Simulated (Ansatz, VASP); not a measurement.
# SnSe2: VASP beside Ansatz

One calculation is typed for both programs; each brings its own data sets. How far apart do they land? The cell is taken from a series of runs on this material, whose earlier steps may have relaxed, scaled, displaced or heated it; both programs get it as it stands.

Program: Ansatz 0.2.0. Level of theory: plane waves, with VASP 6.6.1 beside it; relaxation of cell and atoms at LDA and zone-centre phonons at LDA. Results are calculated unless marked as measured.

### 1. The starting structure

The structure is trigonal, space group P-3m1 (No. 164). Conventional cell: a = 3.809 Å, b = 3.809 Å, c = 5.896 Å, α = 90.00°, β = 90.00°, γ = 120.00°. Nearest to Sn lie 6 Se at 2.70 Å. Nearest to Se lie 3 Sn at 2.70 Å. Farther neighbours and most contacts between anions are not listed.

### 2. Ansatz: relaxation of cell and atoms, LDA

Ansatz runs on its default PAW (the set named soft_2) files.

The relaxed volume is the usual yardstick between codes: in a stiff, nearly cubic crystal its relative difference is about their pressure difference at one cell divided by the bulk modulus.

Input file input.yaml:

```yaml
crystal:
  lattice:
    - [3.8092176732, 0.0, 0.0]
    - [-1.9046088366, 3.2988792735, 0.0]
    - [0.0, 0.0, 5.8961213989]
  atoms:
    - { symbol: Sn, position: [0.0, 0.0, 0.0] }
    - { symbol: Se, position: [0.3333333333, 0.6666666667, 0.2670364897] }
    - { symbol: Se, position: [0.6666666667, 0.3333333333, 0.7329635103] }
kpoints:
  mp_grid: { grid: [6, 6, 4] }
hamiltonian:
  xc: lda
scf:
  occupations: { method: gaussian, width: 0.02 }
output:
  forces: true
  stress: true
  eigenvalues: true
  write_density: true
  write_potential: true
  elf: true
  volumetric_format: npy
basis:
  ecutwfc: 260.0
relax:
  adjacent_minimum: "off"
  f_tol: 0.005
  max_steps: 80
  cell: { stress_tol: 0.05 }
```

Run with:

```
$ ansatz run input.yaml --threads 8 --pin off --max-ram 14336MiB --backend cpu --events-out ev --progress --plain --runs-dir out
```

Numbers of over 12 decimals in the logs are rounded to 6 here.

The log of the run:

```text
Warning: basis.ecutwfc = 260 eV is below the records' recommended 420 eV, and the density's cutoff is lower with it unless basis.ecutrho_ratio is high enough to keep the records' density cutoff: compare with a run at a higher cutoff
Engine: ansatz 0.2.0, x86_64-unknown-linux-gnu
Pseudopotentials: kind: paw
Pseudopotential: Sn, paw, valence charge 14, recommended cutoff 420 eV (normal), Sn.paw.azcp
Pseudopotential: Se, paw, valence charge 16, recommended cutoff 420 eV (normal), Se.paw.azcp
Functional definition: SPW92
  exchange = slater_x
  correlation = pw_c
Crystal: 3 atoms, lattice volume = 74.092 Å³
Basis set: ecut = 260 eV, 687 PW (Γ)
Bands: 28, of which v1, the nominal top of the filled ones, is band 23 counted from 1 (22 counted from 0)
Symmetry: 12 space group operations
Space group: P-3m1 (ITA 164), of the structure as read, at distance tolerance 4.2e-5 Å
k-points: 24 of 144
Non-local potential: Sn, projectors of the file, l = 0: 2, l = 1: 2, l = 2: 2, l = 3: 2
Non-local potential: Se, projectors of the file, l = 0: 2, l = 1: 2, l = 2: 3, l = 3: 1
PAW form: soft (Blöchl's): semilocal exchange-correlation on the pseudo side does not see the compensation charge
PAW frozen core: Sn, regenerated for the run's functional, and the local potential with it (the file was generated under x = pbe(κ = 0.804, μ = 0.219515), c = pbe(β = 0.066725))
PAW frozen core: Se, regenerated for the run's functional, and the local potential with it (the file was generated under x = pbe(κ = 0.804, μ = 0.219515), c = pbe(β = 0.066725))
PAW one-centre angular grid: Sn, 590 points (default); XC on 64 Gauss nodes
PAW one-centre angular grid: Se, 590 points (default); XC on 64 Gauss nodes
Initial density: superposition of atomic densities (neutral atoms: chi_scale 0, normalization atom), corrected by the library's trained network
Initial wavefunctions: pseudopotential atomic-orbital guess
Functional: x = slater, c = lda
SCF iter   1: F=—  HF=-16646.299063 eV  |F-HF|=—  |Δ(HF+E_count)|=         —  Δρ=8.93e-3  dr2=2.50e-2  ethr=1.77e-3  ⟨swp⟩=6.4  Hψ=3145  notcnv=0
preconditioner: auto → Resta (q_TF=auto, 2.520 Å⁻¹)  ε∞=2.9  [insulator: Δε(μ)=0.499 eV  Ē_g=16.034 eV  σ=0.020 eV  W_gap=1.00  n_scr=22 (ndim 8)  ℏωp=22.0 eV  f_vac=0.037  D(μ)=0.00/eV (n_scr^D=0)  ε∞_Penn≈2.9]
SCF iter   2: F=—  HF=-16646.233978 eV  |F-HF|=—  |Δ(HF+E_count)|=   6.51e-2  Δρ=4.07e-3  dr2=6.72e-3  ethr=5.44e-5  ⟨swp⟩=2.2  Hψ=1517  notcnv=0  defer=24
SCF iter   3: F=—  HF=-16646.228374 eV  |F-HF|=—  |Δ(HF+E_count)|=   5.60e-3  Δρ=1.26e-3  dr2=8.79e-4  ethr=1.46e-5  ⟨swp⟩=2.0  Hψ=1296  notcnv=0  defer=24
SCF iter   4: F=—  HF=-16646.227927 eV  |F-HF|=—  |Δ(HF+E_count)|=   4.47e-4  Δρ=1.95e-4  dr2=4.73e-5  ethr=1.91e-6  ⟨swp⟩=2.0  Hψ=786  notcnv=0  defer=24
SCF iter   5: F=—  HF=-16646.227908 eV  |F-HF|=—  |Δ(HF+E_count)|=   1.86e-5  Δρ=6.33e-5  dr2=1.90e-6  ethr=1.03e-7  ⟨swp⟩=3.0  Hψ=1206  notcnv=0  defer=24
SCF iter   6: F=-16646.227907 eV  HF=-16646.227907 eV  |F-HF|=3.67e-8  |Δ(HF+E_count)|=   8.26e-7  Δρ=9.99e-6  dr2=9.22e-8  ethr=2.17e-10  ⟨swp⟩=9.7  Hψ=4460  notcnv=0
SCF 1 converged in 6 iterations: F = -16646.227907 eV  dr2 = 9.22e-8
  greatest PAW one-centre occupation: 1.000 electrons in one spin orbital (limit 2), on the Sn atom at site 0 (counted from 0), in its partial waves of l = 2
relax step   1: F+E_penalty+E_count = -16646.22790722 eV  Δ(F+E_penalty+E_count) = +0.000e0 eV  max|allowed force component| = 1.949e-3 eV/Å  Δτ_max = 0.0000 Å  P = -0.004 GPa  Ω = 74.092 Å³  (6 SCF iters, dr2 threshold 1.00e-7 eV, accepted)
Initial density: handed on by an earlier stage of this run
Initial wavefunctions: pseudopotential atomic-orbital guess (no wavefunctions were taken with the density)
iter 1 solved again at ethr=9.34e-8 eV; its pass at ethr=3.10e-3 eV (dr2=4.30e-5 eV) is discarded
SCF iter   1: F=—  HF=-16646.227908 eV  |F-HF|=—  |Δ(HF+E_count)|=         —  Δρ=1.00e-5  dr2=9.44e-8  ethr=9.34e-8  ⟨swp⟩=3.0  Hψ=4384  notcnv=0
preconditioner: auto → Resta (q_TF=auto, 2.520 Å⁻¹)  ε∞=2.9  [insulator: Δε(μ)=0.486 eV  Ē_g=16.128 eV  σ=0.020 eV  W_gap=1.00  n_scr=22 (ndim 8)  ℏωp=22.0 eV  f_vac=0.033  D(μ)=0.00/eV (n_scr^D=0)  ε∞_Penn≈2.9]
SCF iter   2: F=—  HF=-16646.227907 eV  |F-HF|=—  |Δ(HF+E_count)|=   8.18e-7  Δρ=5.22e-6  dr2=2.29e-8  ethr=2.05e-10  ⟨swp⟩=2.2  Hψ=1063  notcnv=0
SCF iter   3: F=—  HF=-16646.227907 eV  |F-HF|=—  |Δ(HF+E_count)|=   2.68e-9  Δρ=1.27e-6  dr2=1.60e-9  ethr=4.98e-11  ⟨swp⟩=2.6  Hψ=912  notcnv=0
SCF iter   4: F=—  HF=-16646.227907 eV  |F-HF|=—  |Δ(HF+E_count)|=  5.60e-10  Δρ=2.14e-7  dr2=4.30e-11  ethr=3.48e-12  ⟨swp⟩=2.0  Hψ=794  notcnv=0
SCF iter   5: F=-16646.227907 eV  HF=-16646.227907 eV  |F-HF|=3.64e-12  |Δ(HF+E_count)|=  1.46e-11  Δρ=4.74e-8  dr2=3.43e-12  ethr=1.00e-12  ⟨swp⟩=5.1  Hψ=2631  notcnv=0
SCF 2 converged in 5 iterations: F = -16646.227907 eV  dr2 = 3.43e-12
relax step   2: F+E_penalty+E_count = -16646.22790724 eV  Δ(F+E_penalty+E_count) = -2.851e-8 eV  max|allowed force component| = 1.993e-3 eV/Å  Δτ_max = 0.0000 Å  P = -0.004 GPa  Ω = 74.092 Å³  stress off target by 3.59e-2 GPa  SCF on the basis re-selected at this cell (its energy is not comparable with the rows above)  (5 SCF iters)
basis re-selected at this cell: Δ(F+E_penalty+E_count) = -2.851e-8 eV, ΔP = -0.000 GPa vs the last step (what re-selecting the basis moved, of the pressure what is left beyond the Pulay correction that the steps carried, after the strain that the cell walked since its last selection, with what the two solves' SCF thresholds leave and, on support functions, any second-order correction that the steps lacked; it is no m [...]
SCF converged after 5 iterations
Free energy (F): -16646.227907 eV
Harris-Foulkes:  -16646.227907 eV  (|F-HF|=3.64e-12)
Internal energy: -16646.227907 eV  (E = F + TS)
E sigma→0 (E₀):  -16646.227907 eV
Fermi energy:    8.836548 eV
--- Per-component energies (eV) ---
  E_band       = -860.409294
  E_kinetic    = 431.016491
  E_local      = -5774.579767  (includes V_loc(G=0)·N_el)
  E_nonlocal   = -1192.838540
  E_hartree    = 2968.183715
  E_xc         = -586.253828
  E_vxc        = -295.895853  (∫ρ·V_xc dr)
  E_paw        = -7665.799704  (= ΣΔE_a)
  E_vpaw       = 35.536879  (= ΣTr[D̂ρ^β])
  E_aug_tail   = -0.015916  (compensation charges beyond the density's cutoff)
  E_ewald      = -4830.799981
  E_core_change = 4.859623  (= ΣΔE_core)
  E_smearing   = -0.000000  (= −TS)
  E_closure    = 0.000000  (closes the sum)
  Σ components = -16646.227907   (vs F -16646.227907, Δ=0.00e0)
--- Forces (eV/Å), atoms counted from 1 ---
  atom   1  Sn     0.00000000     0.00000000     0.00000000
  atom   2  Se     0.00000000     0.00000000     0.00199348
  atom   3  Se     0.00000000    -0.00000000    -0.00199348
  max |Σ_I F_I| component: 4.34e-19 eV/Å
--- Stress (GPa, compression-positive) ---
        0.011959      -0.000000      -0.000000
        0.000000       0.011959      -0.000000
       -0.000000      -0.000000      -0.035878
  P = ⅓ Tr σ = -0.0040 GPa (-0.040 kbar)
--- Band table (eV; the first three rows and the last of 24) ---
  k-point 0: bands = [... 19 lower, 7.8469, 8.0019, 8.0019, 8.5689, 9.1885, 11.4060, 13.0978, 13.0978, ... 1 higher]
  k-point 1: bands = [... 19 lower, 7.7209, 7.7209, 8.1836, 8.1836, 10.3212, 11.4034, 12.8672, 12.8672, ... 1 higher]
  k-point 2: bands = [... 19 lower, 7.6586, 7.6586, 8.3049, 8.3049, 11.0135, 11.2582, 12.6561, 12.6561, ... 1 higher]
  k-point 23: bands = [... 19 lower, 4.0638, 4.5481, 8.2413, 8.2413, 10.8714, 12.7326, 12.7326, 14.2488, ... 1 higher]
--- Relaxed structure (1 steps of the walk, 1 accepted, 1 SCFs on fresh bases) ---
  F+E_penalty+E_count = -16646.22790724 eV   max|allowed force component| = 1.993e-3 eV/Å   (the final SCF, on the basis selected at the relaxed cell)
  cell:  # Å, volume = 74.0915 Å³
    - [3.809218, 0.0, 0.0]
    - [-1.904609, 3.298879, 0.0]
    - [0.0, 0.0, 5.8961213989]
  atoms:
    - { symbol: Sn, position: [0.0, 0.0, 0.0] }
    - { symbol: Se, position: [0.333333, 0.666667, 0.2670364897] }
    - { symbol: Se, position: [0.666667, 0.333333, 0.7329635103] }
```

### 3. VASP: relaxation of cell and atoms, LDA

The same cell, functional (in two slightly different forms), mesh and smearing now go to VASP, with its own data sets.

Lines of VASP's logs that name or quote its potential files are left out, and so is its time.

Input file INCAR:

```
SYSTEM = SnSe2
PREC = Accurate
ENCUT = 500
EDIFF = 1E-07
NELM = 120
ISMEAR = 0
SIGMA = 0.02
LREAL = .FALSE.
ALGO = Normal
GGA = CA
NBANDS = 19
LORBIT = 11
LWAVE = .FALSE.
LCHARG = .FALSE.
ISIF = 3
IBRION = 2
NSW = 80
EDIFFG = -0.005
LASPH = .TRUE.
GGA_COMPAT = .FALSE.
NELMIN = 4
EFERMI = MIDGAP
KPAR = 2
```

Input file POSCAR:

```
SnSe2
1.0
    3.8092180000      0.0000000000      0.0000000000
   -1.9046090000      3.2988790000      0.0000000000
    0.0000000000      0.0000000000      5.8961210000
Sn Se
1 2
Direct
    0.0000000000      0.0000000000      0.0000000000
    0.3333333839      0.6666667677      0.2670365822
    0.6666666161      0.3333332323      0.7329635874
```

Input file KPOINTS:

```
Automatic mesh
0
Gamma
6 6 4
0 0 0
```

PAW data sets: Sn_d and Se (LDA family, release 64).

Run with:

```
$ mpirun -np 2 vasp_std
```

The log of the run:

```text
[banner, memory and clock lines left out]
running    2 mpi-ranks, on    1 nodes
 distrk:  each k-point on    1 cores,    2 groups
 distr:  one band on    1 cores,    1 groups

 POSCAR found type information on POSCAR SnSe
 POSCAR found :  2 types and       3 ions
 LDA part: xc-table for (Slater(with rela. corr.)+CA(PZ))
 , standard interpolation
 POSCAR, INCAR and KPOINTS ok, starting setup
 FFT: planning ... GRIDC
 FFT: planning ... GRID_SOFT
 FFT: planning ... GRID
 WAVECAR not read
 entering main loop
       N       E                     dE             d eps       ncg     rms          rms(c)
DAV:   1     0.199534715507E+03    0.19953E+03   -0.12044E+04   946   0.154E+03
DAV:   2     0.867636035552E+01   -0.19086E+03   -0.18470E+03   986   0.399E+02
DAV:   3    -0.132930785959E+02   -0.21969E+02   -0.21651E+02  1130   0.117E+02
DAV:   4    -0.140531434399E+02   -0.76006E+00   -0.75822E+00  1107   0.224E+01
DAV:   5    -0.140715016141E+02   -0.18358E-01   -0.18357E-01  1244   0.361E+00    0.526E+00
DAV:   6    -0.138152713056E+02    0.25623E+00   -0.50018E-01  1332   0.754E+00    0.335E+00
DAV:   7    -0.137844176807E+02    0.30854E-01   -0.14004E-01  1061   0.233E+00    0.969E-01
DAV:   8    -0.137812278527E+02    0.31898E-02   -0.98079E-03  1165   0.967E-01    0.266E-01
DAV:   9    -0.137809928845E+02    0.23497E-03   -0.11142E-03  1035   0.240E-01    0.797E-02
DAV:  10    -0.137809909615E+02    0.19230E-05   -0.89102E-05  1041   0.632E-02    0.289E-02
DAV:  11    -0.137809928848E+02   -0.19232E-05   -0.10531E-05  1014   0.195E-02    0.450E-03
DAV:  12    -0.137809926210E+02    0.26374E-06   -0.94191E-07  1151   0.658E-03    0.410E-03
DAV:  13    -0.137809926870E+02   -0.66019E-07   -0.26133E-07   978   0.412E-03
   1 F= -.13780993E+02 E0= -.13780993E+02  d E =-.137810E+02
[...]
2 F= -.13781022E+02 E0= -.13781022E+02  d E =-.293768E-04
[...]
3 F= -.13781023E+02 E0= -.13781023E+02  d E =-.300949E-04
[...]
4 F= -.13781039E+02 E0= -.13781039E+02  d E =-.161024E-04
[...]
5 F= -.13781040E+02 E0= -.13781040E+02  d E =-.176479E-04
 curvature:  -0.88 expect dE=-0.395E-05 dE for cont linesearch -0.183E-08
 trial: gam= 0.20675 g(F)=  0.424E-06 g(S)=  0.408E-05 ort = 0.261E-06 (trialstep = 0.105E+01)
 search vector abs. value=  0.601E-05
 bond charge predicted
       N       E                     dE             d eps       ncg     rms          rms(c)
DAV:   1    -0.137810570314E+02   -0.16518E-04   -0.56162E-04  1090   0.240E-01    0.191E-02
DAV:   2    -0.137810488263E+02    0.82051E-05   -0.37734E-05  1180   0.748E-02    0.102E-02
DAV:   3    -0.137810456071E+02    0.32192E-05   -0.66064E-06  1186   0.369E-02    0.306E-03
DAV:   4    -0.137810454248E+02    0.18236E-06   -0.73222E-07  1302   0.772E-03    0.120E-03
DAV:   5    -0.137810453934E+02    0.31403E-07   -0.37614E-08   471   0.232E-03
   6 F= -.13781045E+02 E0= -.13781045E+02  d E =-.496350E-05
 ZBRENT: can't locate minimum, use default step
 trial-energy change:   -0.000005  1 .order   -0.000005   -0.000005   -0.000004
 step:   4.2106(harm= 11.3057)  dis= 0.00115  next Energy=   -13.781066 (dE=-0.258E-04)
 reached required accuracy - stopping structural energy minimisation
```

Parts of OUTCAR (step 3):

```text
ion  position               nearest neighbor table
   1  0.000  0.000  0.000-   3 2.70   3 2.70   3 2.70   2 2.70   2 2.70   2 2.70
   2  0.333  0.667  0.267-   1 2.70   1 2.70   1 2.70
   3  0.667  0.333  0.733-   1 2.70   1 2.70   1 2.70

  LATTYP: Found a hexagonal cell.
 ALAT       =     3.8092180000
 C/A-ratio  =     1.5478560166

 Subroutine GETGRP returns: Found 12 space group operations
 (whereof 12 operations were pure point group operations)

The static configuration has the point symmetry D_3d.

 Found     24 irreducible k-points:

   k-points           NKPTS =     24   k-points in BZ     NKDIM =     24   number of bands    NBANDS=     19

   dimension x,y,z NGX =    28 NGY =   28 NGZ =   48
   dimension x,y,z NGXF=    56 NGYF=   56 NGZF=   96

   ENCUT  =  500.0 eV  36.75 Ry    6.06 a.u.   6.95  6.95 10.75*2*pi/ulx,y,z

   NELECT =      26.0000    total number of electrons

 k-points in reciprocal lattice and weights: Automatic mesh
   0.00000000  0.00000000  0.00000000       0.007
   0.16666667  0.00000000  0.00000000       0.042
   0.33333333  0.00000000  0.00000000       0.042
   0.50000000  0.00000000  0.00000000       0.021
   0.16666667  0.16666667  0.00000000       0.042
   0.33333333  0.16666667  0.00000000       0.083
   0.33333333  0.33333333  0.00000000       0.014
   0.00000000  0.00000000  0.25000000       0.014
   0.16666667  0.00000000  0.25000000       0.042
[...]
0.33333333  0.16666667  0.50000000       0.083
   0.33333333  0.33333333  0.50000000       0.014

 average (electrostatic) potential at core
       1-101.9018       2 -59.0918       3 -59.0918

 E-fermi :   5.0031

 k-point     1 :       0.0000    0.0000    0.0000
  band No.  band energies     occupation
    ...
      9       3.9970      2.00000
     10       3.9970      2.00000
     11       4.1672      2.00000
     12       4.1672      2.00000
     13       4.7289      2.00000
     14       5.3974      0.00000
     15       7.5393      0.00000
     16       9.2042      0.00000
     17       9.2042      0.00000
     18      12.8783      0.00000
    ...

 k-point     2 :       0.1667    0.0000    0.0000
  band No.  band energies     occupation
    ...
      9       1.8379      2.00000
     10       2.9454      2.00000
     11       3.0988      2.00000
     12       4.5537      2.00000
     13       4.7526      2.00000
     14       6.7887      0.00000
     15       8.1974      0.00000
     16       9.2020      0.00000
     17       9.5380      0.00000
     18      11.6309      0.00000
    ...

 k-point     3 :       0.3333    0.0000    0.0000
  band No.  band energies     occupation
    ...
      9       0.4556      2.00000
     10       1.5005      2.00000
     11       2.2566      2.00000
     12       3.8637      2.00000
     13       4.4895      2.00000
     14       6.1541      0.00000
     15       8.3338      0.00000
     16       9.6735      0.00000
     17      10.0253      0.00000
     18      11.0550      0.00000
    ...

  Total        0.0066196      0.0066196     -0.0124105      0.0000000      0.0000000     -0.0000000
  in kB        0.1433961      0.1433960     -0.2688411      0.0000000      0.0000000     -0.0000000
  external PRESSURE =       0.0059836 kB  Pullay stress =       0.0000000 kB

  energy-cutoff  :      500.00
  volume of cell :       73.96
      direct lattice vectors                 reciprocal lattice vectors
     3.806253339 -0.000000000 -0.000000000     0.262725550  0.151684692 -0.000000000
    -1.903126669  3.296311529  0.000000000     0.000000000  0.303369385 -0.000000000
    -0.000000000  0.000000000  5.894943156     0.000000000 -0.000000000  0.169636920

 POSITION                                       TOTAL-FORCE (eV/Angst)
 -----------------------------------------------------------------------------------
      1.90313      3.29631      0.00000         0.000000      0.000000      0.000000
      0.00000      2.19754      1.57598        -0.000000      0.000000      0.002553
      1.90313      1.09877      4.31896         0.000000     -0.000000     -0.002553
 -----------------------------------------------------------------------------------
    total drift:                               -0.000000      0.000000     -0.000336

  FREE ENERGIE OF THE ION-ELECTRON SYSTEM (eV)
  ---------------------------------------------------
  free  energy   TOTEN  =       -13.7810453934 eV

  energy  without entropy=      -13.7810453934  energy(sigma->0) =      -13.78104539

 reached required accuracy - stopping structural energy minimisation

 total charge
# of ion       s       p       d       tot
------------------------------------------
    1        1.082   1.054  10.100  12.236
    2        1.492   2.300   0.030   3.822
    3        1.492   2.300   0.030   3.822
--------------------------------------------------
tot          4.066   5.654  10.160  19.880

[... 3 further parts left out ...]
```

### 4. Comparison

Known differences besides the potentials themselves: the two LDA forms differ slightly; the data sets hold 46 valence electrons in Ansatz (on its default PAW (the set named soft_2) files) and 26 in VASP; the cutoff is 260 eV in Ansatz and 500 eV in VASP; VASP's log shows a relativistic correction to its local exchange, Ansatz's none; Ansatz adds a Pulay correction to the stress that steers its cell, VASP none; Ansatz's log warns that its cutoff lies below the recommended one. Total energies have different zeros and are not compared.

Both answers:

```
                                         quantity  Ansatz   VASP  difference
                                      volume (Å³)   74.09  73.96     +0.18 %
edge a after relaxation, in the typed setting (Å)   3.809  3.806     +0.08 %
edge c after relaxation, in the typed setting (Å)   5.896  5.895     +0.02 %
```

(Continued in part 2 of 2.)

[Lines on the potential files, build, host, timing and source positions are cut from VASP's logs without a mark.]

[Logs are printed without paths, hosts, clocks, repeated set-up lines and the standing remarks that a program may print on its own settings, such as how far it seeks lower states.]

[Hosts, paths, dates, database ids (printed as entryN), source tags and the programs' standing remarks are cut or masked in the printed files.]
